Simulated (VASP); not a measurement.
These are LDA (Ceperley-Alder, Perdew-Zunger), VASP's LDA PAW potentials (set 64) (plane waves; VASP) values and carry that method's errors.

A VASP calculation is set up with these files.

POSCAR:
```
CdS
1
    2.0027496362    -3.4688639628     0.0000000000
    2.0027496362     3.4688639628     0.0000000000
    0.0000000000     0.0000000000     6.5061997660
Cd S
2 2
Direct
  0.6666670000   0.3333330000   0.5000096857
  0.3333330000   0.6666670000   0.0000096857
  0.6666670000   0.3333330000   0.8769903143
  0.3333330000   0.6666670000   0.3769903143
```

KPOINTS:
```
K-points
0
gamma
  6 6 4
```

INCAR:
```
LMAXMIX = 4
ISMEAR = 0
EDIFF = 1E-7   ! SCF stop (eV)
NELM = 100
ENCUT = 520   ! plane-wave cut-off (eV)
ISIF = 4   ! ions and shape, fixed volume
LWAVE = .False.
LASPH = .True.
ALGO = Normal   ! blocked Davidson
SYSTEM = CdS
EDIFFG = -0.01   ! ionic stop
LREAL = .False.   ! projection in real space or not
PREC = Accurate
SIGMA = 0.05   ! width (eV)
LCHARG = .False.
IBRION = 2   ! conjugate gradients
NSW = 30   ! most ionic steps
```

POTCAR, in this order: Cd S (LDA.64 set). Program: vasp_std.

The run wrote:

**OSZICAR**
```
       N       E                     dE             d eps       ncg     rms          rms(c)
DAV:   1     0.260419645114E+03    0.26042E+03   -0.17810E+04   924   0.152E+03
DAV:   2    -0.445334942428E+00   -0.26086E+03   -0.25440E+03   996   0.375E+02
DAV:   3    -0.155907350489E+02   -0.15145E+02   -0.15095E+02  1122   0.899E+01
DAV:   4    -0.157686317927E+02   -0.17790E+00   -0.17780E+00  1062   0.965E+00
DAV:   5    -0.157713776950E+02   -0.27459E-02   -0.27457E-02  1122   0.118E+00    0.147E+01
DAV:   6    -0.147844143367E+02    0.98696E+00   -0.23795E+00  1238   0.183E+01    0.108E+01
DAV:   7    -0.147554607858E+02    0.28954E-01   -0.10135E+00  1062   0.611E+00    0.346E+00
DAV:   8    -0.147342534711E+02    0.21207E-01   -0.19819E-01  1128   0.483E+00    0.673E-01
DAV:   9    -0.147330450038E+02    0.12085E-02   -0.24957E-02  1104   0.228E+00    0.175E-01
DAV:  10    -0.147327222241E+02    0.32278E-03   -0.14321E-03  1084   0.513E-01    0.677E-02
DAV:  11    -0.147327392626E+02   -0.17039E-04   -0.14041E-04  1068   0.834E-02    0.480E-02
DAV:  12    -0.147327519209E+02   -0.12658E-04   -0.33804E-05  1056   0.317E-02    0.332E-02
DAV:  13    -0.147327432175E+02    0.87034E-05   -0.40033E-05  1038   0.525E-02    0.771E-03
DAV:  14    -0.147327435454E+02   -0.32792E-06   -0.33412E-06  1074   0.128E-02    0.285E-03
DAV:  15    -0.147327435446E+02    0.86311E-09   -0.99356E-08   636   0.335E-03
   1 F= -.14732744E+02 E0= -.14732744E+02  d E =-.147327E+02
       N       E                     dE             d eps       ncg     rms          rms(c)
DAV:   1    -0.147328939720E+02   -0.15043E-03   -0.10237E-02   942   0.710E-01    0.525E-02
DAV:   2    -0.147328238036E+02    0.70168E-04   -0.16910E-04  1094   0.124E-01    0.283E-02
DAV:   3    -0.147327955268E+02    0.28277E-04   -0.49256E-05  1080   0.553E-02    0.106E-02
DAV:   4    -0.147327935976E+02    0.19292E-05   -0.76234E-06  1104   0.236E-02    0.682E-03
DAV:   5    -0.147327934302E+02    0.16745E-06   -0.36944E-07  1038   0.477E-03    0.244E-03
DAV:   6    -0.147327934244E+02    0.57457E-08   -0.50179E-08   504   0.201E-03
   2 F= -.14732793E+02 E0= -.14732793E+02  d E =-.498798E-04
       N       E                     dE             d eps       ncg     rms          rms(c)
DAV:   1    -0.147337896493E+02   -0.99622E-03   -0.92111E-02   924   0.213E+00    0.157E-01
DAV:   2    -0.147331576890E+02    0.63196E-03   -0.15395E-03  1094   0.375E-01    0.850E-02
DAV:   3    -0.147329041900E+02    0.25350E-03   -0.44121E-04  1074   0.165E-01    0.320E-02
DAV:   4    -0.147328863209E+02    0.17869E-04   -0.68492E-05  1092   0.707E-02    0.204E-02
DAV:   5    -0.147328848154E+02    0.15056E-05   -0.34151E-06  1160   0.144E-02    0.708E-03
DAV:   6    -0.147328847788E+02    0.36572E-07   -0.46472E-07  1014   0.576E-03
   3 F= -.14732885E+02 E0= -.14732885E+02  d E =-.141234E-03
       N       E                     dE             d eps       ncg     rms          rms(c)
DAV:   1    -0.147364194868E+02   -0.35347E-02   -0.36819E-01   924   0.426E+00    0.314E-01
DAV:   2    -0.147338912919E+02    0.25282E-02   -0.61630E-03  1094   0.748E-01    0.170E-01
DAV:   3    -0.147328813027E+02    0.10100E-02   -0.17671E-03  1062   0.330E-01    0.641E-02
DAV:   4    -0.147328096987E+02    0.71604E-04   -0.27341E-04  1086   0.141E-01    0.408E-02
DAV:   5    -0.147328035828E+02    0.61159E-05   -0.13803E-05  1172   0.290E-02    0.141E-02
DAV:   6    -0.147328034495E+02    0.13329E-06   -0.18754E-06  1062   0.116E-02    0.593E-03
DAV:   7    -0.147328034289E+02    0.20597E-07   -0.10559E-07   510   0.366E-03
   4 F= -.14732803E+02 E0= -.14732803E+02  d E =-.598843E-04
       N       E                     dE             d eps       ncg     rms          rms(c)
DAV:   1    -0.147348564250E+02   -0.20530E-02   -0.20042E-01   924   0.314E+00    0.232E-01
DAV:   2    -0.147334890668E+02    0.13674E-02   -0.33352E-03  1094   0.551E-01    0.125E-01
DAV:   3    -0.147329410872E+02    0.54798E-03   -0.94645E-04  1062   0.242E-01    0.473E-02
DAV:   4    -0.147329013966E+02    0.39691E-04   -0.14836E-04  1100   0.104E-01    0.299E-02
DAV:   5    -0.147328982040E+02    0.31926E-05   -0.74720E-06  1174   0.212E-02    0.103E-02
DAV:   6    -0.147328981358E+02    0.68174E-07   -0.98376E-07  1062   0.832E-03
   5 F= -.14732898E+02 E0= -.14732898E+02  d E =-.154591E-03
       N       E                     dE             d eps       ncg     rms          rms(c)
DAV:   1    -0.147329260664E+02   -0.27862E-04   -0.65791E-03   924   0.534E-01    0.203E-02
DAV:   2    -0.147329280708E+02   -0.20044E-05   -0.76278E-05  1094   0.636E-02    0.106E-02
DAV:   3    -0.147329267026E+02    0.13682E-05   -0.15884E-06  1074   0.103E-02    0.722E-03
DAV:   4    -0.147329259633E+02    0.73923E-06   -0.10531E-06  1080   0.841E-03    0.163E-03
DAV:   5    -0.147329259644E+02   -0.10959E-08   -0.14544E-07   516   0.370E-03
   6 F= -.14732926E+02 E0= -.14732926E+02  d E =-.278286E-04
       N       E                     dE             d eps       ncg     rms          rms(c)
DAV:   1    -0.147329623496E+02   -0.36386E-04   -0.52173E-02   924   0.150E+00    0.611E-02
DAV:   2    -0.147329769152E+02   -0.14566E-04   -0.61553E-04  1088   0.180E-01    0.291E-02
DAV:   3    -0.147329655164E+02    0.11399E-04   -0.13542E-05  1074   0.299E-02    0.193E-02
DAV:   4    -0.147329598717E+02    0.56447E-05   -0.79934E-06  1086   0.231E-02    0.473E-03
DAV:   5    -0.147329598832E+02   -0.11551E-07   -0.12123E-06  1126   0.102E-02    0.273E-03
DAV:   6    -0.147329598667E+02    0.16592E-07   -0.71544E-08   510   0.179E-03
   7 F= -.14732960E+02 E0= -.14732960E+02  d E =-.617308E-04
```

OUTCAR:
```
------------------------ aborting loop because EDIFF is reached ----------------------------------------
  FORCE on cell =-STRESS in cart. coord.  units (eV):
  Direction    XX          YY          ZZ          XY          YZ          ZX
  --------------------------------------------------------------------------------------
  Total        2.7238777      2.7238773      2.7249766      0.0000000      0.0000000      0.0000000
  in kB       48.2755098     48.2755026     48.2949855      0.0000000      0.0000000      0.0000000
  external PRESSURE =      48.2819993 kB  Pullay stress =       0.0000000 kB
  volume of cell :       90.40
      direct lattice vectors                 reciprocal lattice vectors
     1.999517365 -3.463265410 -0.000000000     0.250060344 -0.144372418  0.000000000
     1.999517365  3.463265410  0.000000000     0.250060344  0.144372418  0.000000000
     0.000000000  0.000000000  6.527251825     0.000000000 -0.000000000  0.153203833
  FREE ENERGIE OF THE ION-ELECTRON SYSTEM (eV)
  ---------------------------------------------------
  free  energy   TOTEN  =       -14.7329598667 eV

  energy  without entropy=      -14.7329598666  energy(sigma->0) =      -14.73295987

 reached required accuracy - stopping structural energy minimisation
```
(Selected blocks of OUTCAR.)

File CONTCAR:
```
CdS
   1.00000000000000
     1.9995173652294116   -3.4632654098377502   -0.0000000000000000
     1.9995173652294116    3.4632654098377502    0.0000000000000000
     0.0000000000000000    0.0000000000000000    6.5272518247487445
  Cd              S
     2     2
Direct
     0.6666669999999968    0.3333330000000032    0.5007816868242375
     0.3333330000000032    0.6666669999999968    0.0007816868242375
     0.6666669999999968    0.3333330000000032    0.8762183131757649
     0.3333330000000032    0.6666669999999968    0.3762183131757649
```

The compound is CdS in the wurtzite structure. This cell is one point of a volume scan, at 0.94 of the reference volume. Symmetry was kept, so distortions that lower it aren't found.
